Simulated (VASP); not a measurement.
An input for Ansatz (written as the equivalent of a VASP run, and not itself run):

Ansatz 0.2 input:
```yaml
crystal:
  lattice:
    - [0.0000000, 2.8765014, 2.8765014]
    - [2.8765014, 0.0000000, 2.8765014]
    - [2.8765014, 2.8765014, 0.0000000]
  atoms:
    - { symbol: Cd, position: [0.0000000, 0.0000000, 0.0000000] }
    - { symbol: S, position: [0.2500000, 0.2500000, 0.2500000] }
kpoints:
  mp_grid: { grid: [6, 6, 6] }
hamiltonian:
  xc: hse06
  pseudopotentials: { kind: paw }
scf:
  occupations: { method: gaussian, width: 0.05 }
  max_iter: 60
output: { forces: true, stress: true, eigenvalues: true }
```

### Question
Translate this input to VASP (INCAR, KPOINTS, POSCAR, choice of POTCAR).

### Answer
Several could match; the one computed here: 
INCAR:
```
ISYM=3
PREC=Accurate
PRECFOCK=Fast
ENCUT=520   # plane-wave cut-off (eV)
LASPH=T   # aspherical one-centre terms
LCHARG=F
SIGMA=0.05   # width (eV)
ISIF=2   # forces and stress, cell fixed
LWAVE=F
GGA=PE   # PBE
LREAL=F
ALGO=Normal   # blocked Davidson
HFSCREEN=0.2   # 1/Angstrom
LHFCALC=T
EDIFF=1E-6
AEXX=0.25
LMAXMIX=4
SYSTEM=CdS
NELM=60
ISMEAR=0   # Gaussian
```

**POSCAR**
```
CdS
1
    0.0000000000     2.8765014497     2.8765014497
    2.8765014497     0.0000000000     2.8765014497
    2.8765014497     2.8765014497     0.0000000000
Cd S
1 1
Direct
  0.0000000000   0.0000000000   0.0000000000
  0.2500000000   0.2500000000   0.2500000000
```

**KPOINTS**
```
Automatic mesh
0
Gamma
6 6 6
0 0 0
```

POTCAR, in this order: Cd S (PBE.64 set). Program: vasp_std. Read from the step before: WAVECAR.

The two are equivalent in intent, not identical: each code has its own PAW files, so the cut-off isn't converted (ENCUT is set for VASP's; basis.ecutwfc is left out, and Ansatz then takes the one that its files recommend); Ansatz stops its SCF on the density residual and VASP on the energy change (EDIFF); Ansatz's hse06 screens at 0.11 per bohr (0.208 per Å), slightly more than HFSCREEN = 0.2.

The compound is CdS in the zinc blende structure, a metastable form; wurtzite is the usual one. This cell is one point of a volume scan, at 0.91 of the reference volume.
